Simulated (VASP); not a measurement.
Here is a VASP 6.6.1 calculation.

File INCAR:

```
SYSTEM = C
PREC = Accurate
ENCUT = 600
EDIFF = 1E-7
ISMEAR = 0
SIGMA = 0.03
LREAL = .False.
LASPH = .True.
NELM = 80
ALGO = Normal
ISIF = 2
LWAVE = .False.
LCHARG = .False.
GGA = PS
IBRION = 2
NSW = 40
EDIFFG = -0.01
```

KPOINTS

```
Automatic mesh
0
Gamma
  14 14 14
  0 0 0
```

The input POSCAR:

```
C                                       
1.0
    0.0000000000      1.7534316805      1.7534316805
    1.7534316805      0.0000000000      1.7534316805
    1.7534316805      1.7534316805      0.0000000000
  C             
     2
Direct
     0.0000000000000000    0.0000000000000000    0.0000000000000000
     0.2500000000000000    0.2500000000000000    0.2500000000000000
```

Potentials or basis: VASP PAW PBE potentials, release 64 (C).

Command:

```console
$ cat potpaw_PBE.64/C/POTCAR > POTCAR
$ mpirun -np 1 vasp_std > vasp.out
```

Q: Estimate the band gap on the k mesh.

A: 4.12 eV, indirect (least direct gap 5.68 eV).

Final structure:
```xyz
2
Lattice="0.0000 1.7534 1.7534 1.7534 0.0000 1.7534 1.7534 1.7534 0.0000" Properties=species:S:1:pos:R:3 pbc="T T T"
C     0.0000    0.0000    0.0000
C     0.8767    0.8767    0.8767
```

Caveat: the relaxation stopped at its first step, so nothing moved. A k mesh can miss the band edges.
